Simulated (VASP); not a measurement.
Crystal: SiC.

```
Si C
1.0
     3.07600    0.00000    0.00000
    -1.53800    2.66389    0.00000
     0.00000    0.00000    5.04800
Si C
2 2
Direct
  0.33333 0.66667 0.00000
  0.66667 0.33333 0.50000
  0.33333 0.66667 0.38500
  0.66667 0.33333 0.88500
```

- Program: VASP 6.6.1
- Task: relaxation of cell and atoms
- Functional: PBE
- Potentials or basis: VASP PAW PBE potentials, release 64 (Si, C)
- Cutoff: 520 eV
- k mesh: 6 × 6 × 2
- Occupations: gaussian, width 0.02 eV
- Spin: no spin polarisation

At the start: pressure 3.7 GPa; volume 10.34 Å³/atom.

Q: Where does the relaxation end?

A: Over 7 steps the energy falls by 10.1 meV/atom and the volume is 10.51 Å³/atom (+1.6 %); space group P6_3mc (No. 186, to 0.05 Å).

The path:
| step | energy change (eV) | largest force (eV/Å) | pressure (GPa) | volume (Å³) |
| --- | --- | --- | --- | --- |
| 1 | 0.0000 | 0.7224 | 3.73 | 41.36 |
| 2 | -0.0038 | 0.5820 | -3.67 | 42.82 |
| 3 | -0.0371 | 0.0818 | -0.46 | 42.11 |
| 4 | -0.0402 | 0.0260 | -0.01 | 42.03 |
| 5 | -0.0403 | 0.0095 | -0.07 | 42.04 |
| 6 | -0.0403 | 0.0084 | 0.05 | 42.01 |
| 7 | -0.0403 | 0.0006 | 0.00 | 42.02 |

Final structure:
```cif
data_structure
_symmetry_space_group_name_H-M 'P 1'
_symmetry_Int_Tables_number 1
_cell_length_a 3.0910
_cell_length_b 3.0910
_cell_length_c 5.0789
_cell_angle_alpha 90.000
_cell_angle_beta 90.000
_cell_angle_gamma 120.000
_cell_volume 42.02
loop_
_atom_site_label
_atom_site_type_symbol
_atom_site_fract_x
_atom_site_fract_y
_atom_site_fract_z
_atom_site_occupancy
Si1 Si 0.33333 0.66667 0.00444 1
Si2 Si 0.66667 0.33333 0.50444 1
C1 C 0.33333 0.66667 0.38056 1
C2 C 0.66667 0.33333 0.88056 1
```

Caveat: the k mesh is coarse (spacing up to 0.62 Å⁻¹), so the values aren't converged.
